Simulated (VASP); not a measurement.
Here is the system:

```xyz
2
Lattice="3.5391 0.0000 0.0000 0.0000 3.5391 0.0000 0.0000 0.0000 3.5391" Properties=species:S:1:pos:R:3 pbc="T T T"
Y      0.0000     0.0000     0.0000
Si     1.7695     1.7695     1.7695
```

These are PBE GGA, VASP's PBE PAW potentials (set 64) (plane waves; VASP) values and carry that method's errors. Settings: 400 eV cut-off, 9×9×9 Γ-centred mesh, first-order Methfessel-Paxton smearing of 0.10 eV, potentials Y_sv Si.

### Question
Predict the energy per atom (σ→0), band gap (on the k-mesh) with the smallest direct gap where there is one.

### Answer

```yaml
band gap (on the k-mesh): none (metal, semimetal or under 0.01 eV)
energy per atom (σ→0): -6.358 eV/atom
```

Total energies compare only between runs with the same potentials, cut-off and functional.

The structure was generated: YSi was put into the CsCl type type (Pm-3m), which need not be its known phase. It was relaxed first, which changed the volume by -26 %. The start is the result of an earlier pass. The electron count is odd and the run is not spin-polarised, which forces a metal.
